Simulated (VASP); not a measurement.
Input for VASP

INCAR:
```
LASPH = .TRUE.
PREC = Accurate
ISIF = 2
ALGO = Normal
LWAVE = .FALSE.
SYSTEM = BaO
SIGMA = 0.01   # width (eV)
ISMEAR = 0   # Gaussian
NELM = 100   # most electronic steps
ENCUT = 400   # plane-wave cut-off (eV)
LREAL = .FALSE.   # projection in real space or not
EDIFF = 1E-6   # SCF stop (eV)
LMAXMIX = 4   # l cut-off of mixed one-centre charges
LCHARG = .FALSE.
GGA = PE
```

File KPOINTS:
```
Automatic
0
Gamma
1 1 1
```

POSCAR:
```
BaO
2.8392220
  0.0000000000   1.0000000000   1.0000000000
  1.0000000000   0.0000000000   1.0000000000
  1.0000000000   1.0000000000   0.0000000000
Ba O
1 1
Cart
  0.0000000000   0.0000000000   0.0000000000
  1.0000000000   1.0000000000   1.0000000000
```

POTCAR, in this order: Ba_sv O (PBE.64 set). Program: vasp_std.

Task: Translate this PBE calculation to Quantum ESPRESSO's pw.x.

Result: One equivalent input (not run):
```
&CONTROL
  calculation = 'scf'
  pseudo_dir = './pseudo'
  outdir = './out'
  tprnfor = .true.
  tstress = .true.
/
&SYSTEM
  ibrav = 0
  nat = 2
  ntyp = 2
  ecutwfc = 84
  occupations = 'smearing'
  smearing = 'gaussian'
  degauss = 0.000735
  input_dft = 'pbe'
/
&ELECTRONS
  conv_thr = 7.3e-08
  electron_maxstep = 100
/
ATOMIC_SPECIES
  Ba 137.327 Ba.upf
  O 15.999 O.upf
CELL_PARAMETERS angstrom
     0.0000000    2.8392220    2.8392220
     2.8392220    0.0000000    2.8392220
     2.8392220    2.8392220    0.0000000
ATOMIC_POSITIONS crystal
  Ba   0.0000000  0.0000000  0.0000000
  O    0.5000000  0.5000000  0.5000000
K_POINTS automatic
  1 1 1 0 0 0
```
What does not carry over: the potentials are each code's own (VASP's PAW set, PseudoDojo norm-conserving files in pw.x), so ENCUT and ecutwfc are chosen apart and not converted; conv_thr bounds pw.x's estimated SCF error, while EDIFF bounds the energy change between steps.

The structure comes from a computed database's BaO entry; how it stands against other phases isn't given here. The cell was not relaxed at this level. The k-mesh is coarse (spacing up to 1.92 per Å, 2π included), so the numbers may not be converged in it. The run is one of a series of settings (KPOINTS 1×1×1 Γ-centred mesh against the base run), some of them coarse on purpose.
